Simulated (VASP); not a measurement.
SrTiO3 (Tausonite):

```
Sr Ti O
1.0
     3.90528    0.00000    0.00000
     0.00000    3.90528    0.00000
     0.00000    0.00000    3.90528
Sr Ti O
1 1 3
Direct
  0.50000 0.50000 0.50000
  0.00000 0.00000 0.00000
  0.50000 0.00000 0.00000
  0.00000 0.50000 0.00000
  0.00000 0.00000 0.50000
```

| Quantity | Value |
| --- | --- |
| Program | VASP 6.6.1 |
| Task | relaxation of cell and atoms |
| Functional | PBE |
| Potentials or basis | VASP PAW PBE potentials, release 64 (Sr_sv, Ti_sv, O) |
| Cutoff | 600 eV |
| k mesh | 8 × 8 × 8 |
| Occupations | gaussian, width 0.03 eV |
| Spin | no spin polarisation |

At the start: pressure 4.7 GPa; volume 11.91 Å³/atom.

Where does the relaxation end?

Over 3 steps the energy falls by 4.6 meV/atom and the volume is 12.23 Å³/atom (+2.7 %); space group Pm-3m (No. 221, to 0.05 Å).

The path:
```
step  energy change (eV)  largest force (eV/Å)  pressure (GPa)  volume (Å³)
   1              0.0000                0.0000            4.69        59.56
   2             -0.0057                0.0000           -3.75        62.62
   3             -0.0232                0.0000           -0.02        61.17
```

Final structure:
```xyz
5
Lattice="3.9402 0.0000 0.0000 0.0000 3.9402 0.0000 0.0000 0.0000 3.9402" Properties=species:S:1:pos:R:3 pbc="T T T"
Sr    1.9701    1.9701    1.9701
Ti    0.0000    0.0000    0.0000
O     1.9701    0.0000    0.0000
O     0.0000    1.9701    0.0000
O     0.0000    0.0000    1.9701
```
